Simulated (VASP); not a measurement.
An input for Ansatz (written as the equivalent of a VASP run, and not itself run):

Ansatz 0.2 input:
```yaml
crystal:
  lattice:
    - [2.9679528, 0.0000000, 0.0000000]
    - [0.0000000, 2.9679528, 0.0000000]
    - [0.0000000, 0.0000000, 2.9679528]
  atoms:
    - { symbol: Cr, position: [0.0000000, 0.0000000, 0.0000000], spin: 2.7 }
    - { symbol: Cr, position: [0.5000000, 0.5000000, 0.5000000], spin: -2.7 }
kpoints:
  mp_grid: { grid: [11, 11, 11] }
hamiltonian:
  xc: r2scan
  pseudopotentials: { kind: paw }
magnetization: { spin_polarized: true }
scf:
  occupations: { method: methfessel_paxton, width: 0.1 }
  max_iter: 100
relax:
  max_steps: 60
  f_tol: 0.01
  cell: {}
output: { forces: true, stress: true, eigenvalues: true }
```

Problem. Translate this input to VASP (INCAR, KPOINTS, POSCAR, choice of POTCAR).

Solution. One answer among several that fit: 
### POSCAR
```
Cr
1
    2.9679528283     0.0000000000     0.0000000000
    0.0000000000     2.9679528283     0.0000000000
   -0.0000000000     0.0000000000     2.9679528283
Cr
2
Direct
  0.0000000000   0.0000000000   0.0000000000
  0.5000000000   0.5000000000   0.5000000000
```

**INCAR**
```
# general
SYSTEM =Cr
PREC   =Accurate
ENCUT  =520   # plane-wave cut-off (eV)
LREAL  =.FALSE.
LASPH  =.TRUE.

# electronic loop
EDIFF  =1E-6   # SCF stop (eV)
NELM   =100
ALGO   =Normal   # blocked Davidson
LMAXMIX=4
LMIXTAU=.TRUE.

# smearing
ISMEAR =1   # Methfessel-Paxton
SIGMA  =0.1   # width (eV)

# functional
METAGGA=R2SCAN

# spin
ISPIN  =2   # spin-polarised
MAGMOM =2.7 -2.7

# ions
IBRION =2   # conjugate gradients
NSW    =60   # most ionic steps
ISIF   =3   # ions, shape and volume
EDIFFG =-0.01   # ionic stop

# output
LWAVE  =.FALSE.
LCHARG =.FALSE.
LORBIT =10
```

File KPOINTS:
```
Automatic mesh
0
Gamma
11 11 11
0 0 0
```

POTCAR, in this order: Cr_pv (PBE.64 set). Program: vasp_std.

Limits of the translation: each code has its own PAW files, so the cut-off isn't converted (ENCUT is set for VASP's; basis.ecutwfc is left out, and Ansatz then takes the one that its files recommend); Ansatz stops its SCF on the density residual and VASP on the energy change (EDIFF).

The compound is Cr in the bcc, AFM order structure. It was relaxed first, which changed the volume by +9 %. The start is the result of an earlier pass.
